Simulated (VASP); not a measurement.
A VASP calculation is set up with these files.

KPOINTS:
```
Automatic mesh
0
Gamma
7 7 7
0 0 0
```

**INCAR**
```
SYSTEM = GdN
PREC = Accurate
ENCUT = 520
EDIFF = 1E-6
NELM = 100
ALGO = Normal
LREAL = .FALSE.
LASPH = .TRUE.
ISMEAR = 0
SIGMA = 0.05
GGA = PE
LMAXMIX = 6
LWAVE = .FALSE.
LCHARG = .FALSE.
ISIF = 2
IBRION = 0
NSW = 3
TEBEG = 300
```

### POSCAR
```
GdN
1
    0.0000000000     2.4900000000     2.4900000000
    2.4900000000     0.0000000000     2.4900000000
    2.4900000000     2.4900000000     0.0000000000
Gd N
1 1
Direct
  0.0000000000   0.0000000000   0.0000000000
  0.5000000000   0.5000000000   0.5000000000
```

POTCAR, in this order: Gd_3 N (PBE.64 set). Program: vasp_std.

What happens when VASP runs on this input?

There is a fault: molecular dynamics (IBRION = 0) was asked for without POTIM. VASP stops with an error: Fatal error! IBRION=0, but no entry for POTIM on file INCAR. MUST be specified! ----> I REFUSE TO CONTINUE WITH THIS SICK JOB ... BYE!!! <----

File standard output:
```
 POSCAR found type information on POSCAR GdN
 POSCAR found :  2 types and       2 ions
 Reading from existing POTCAR

 -----------------------------------------------------------------------------
|                                                                             |
|     EEEEEEE  RRRRRR   RRRRRR   OOOOOOO  RRRRRR      ###     ###     ###     |
|     E        R     R  R     R  O     O  R     R     ###     ###     ###     |
|     E        R     R  R     R  O     O  R     R     ###     ###     ###     |
|     EEEEE    RRRRRR   RRRRRR   O     O  RRRRRR       #       #       #      |
|     E        R   R    R   R    O     O  R   R                               |
|     E        R    R   R    R   O     O  R    R      ###     ###     ###     |
|     EEEEEEE  R     R  R     R  OOOOOOO  R     R     ###     ###     ###     |
|                                                                             |
|     Fatal error! IBRION=0, but no entry for POTIM on file INCAR. MUST       |
|     be specified!                                                           |
|                                                                             |
|       ---->  I REFUSE TO CONTINUE WITH THIS SICK JOB ... BYE!!! <----       |
|                                                                             |
 -----------------------------------------------------------------------------
```

To mend it, set POTIM to the time step in fs (1 to 2 fs suits most solids). The plain static run on this cell (PBE GGA, plane waves, VASP's PBE PAW potentials (set 64)) converges, and its OSZICAR ends with
```
   1 F= -.16159022E+02 E0= -.16158817E+02  d E =-.410122E-03
```

The compound is GdN in the rock salt structure. The cell was not relaxed at this level. The 4f electrons are frozen in the core of the lanthanide potential, so 4f levels, which can set the real gap, and their magnetism are missing.
